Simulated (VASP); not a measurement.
Given:

```xyz
12
Lattice="5.5187 0.0000 0.0000 0.0000 3.2993 0.0000 0.0000 0.0000 6.4370" Properties=species:S:1:pos:R:3 pbc="T T T"
Hf     4.1527     0.8248     3.9219
Hf     1.3934     0.8248     5.7337
Hf     1.3659     2.4744     2.5151
Hf     4.1252     2.4744     0.7034
O      3.5315     0.8248     5.9516
O      0.7721     0.8248     3.7039
O      1.9872     2.4744     0.4854
O      4.7465     2.4744     2.7331
O      2.8870     0.8248     2.1893
O      0.1276     0.8248     1.0292
O      2.6317     2.4744     4.2477
O      5.3910     2.4744     5.4078
```

These are r2SCAN meta-GGA, VASP's PBE PAW potentials (set 64) (plane waves; VASP) values and carry that method's errors. Numerical set-up: 520 eV cut-off, 5×8×4 Γ-centred mesh, tetrahedra with Blöchl corrections, potentials Hf_pv O.

Unless said otherwise, spin-orbit coupling is left out, though it shifts the bands of the heavy elements here.

### Question
Tabulate the total density of states (states/eV per cell) against energy (eV; zero at the valence-band maximum or, without a gap, the Fermi level).

### Answer

(E (eV), DOS (states/eV)): (-9.91, 0.00); (-9.68, 0.00); (-9.32, 0.00); (-9.09, 0.00); (-8.73, 0.00); (-8.50, 0.00); (-8.14, 0.00); (-7.91, 0.00); (-7.55, 0.00); (-7.32, 0.00); (-6.96, 0.00); (-6.73, 0.00); (-6.37, 0.00); (-6.14, 0.95); (-5.78, 5.00); (-5.55, 10.2); (-5.19, 7.41); (-4.95, 5.19); (-4.60, 12.2); (-4.36, 7.64); (-4.13, 10.2); (-3.77, 2.38); (-3.54, 11.1); (-3.18, 6.25); (-2.95, 9.02); (-2.59, 6.79); (-2.36, 7.12); (-2.00, 9.85); (-1.77, 9.96); (-1.41, 9.22); (-1.18, 9.16); (-0.82, 12.1); (-0.58, 6.89); (-0.23, 4.58); (0.01, 0.09); (0.36, 0.00); (0.60, 0.00); (0.95, 0.00); (1.19, 0.00); (1.54, 0.00); (1.78, 0.00); (2.01, 0.00); (2.37, 0.00); (2.60, 0.00); (2.96, 0.00); (3.19, 0.00); (3.55, 0.00); (3.78, 0.00); (4.14, 0.18); (4.38, 0.51); (4.73, 0.99); (4.97, 1.33); (5.32, 3.58); (5.56, 4.72); (5.91, 6.96); (6.15, 7.10); (6.50, 7.56); (6.74, 8.38); (7.09, 5.88); (7.33, 4.54)
Within 2 eV below the valence-band maximum the largest weight inside VASP's projection spheres is O p.

The structure was generated: HfO2 was put into the cotunnite type (Pnma), which need not be its known phase. It was relaxed first, which changed the volume by -7 %.
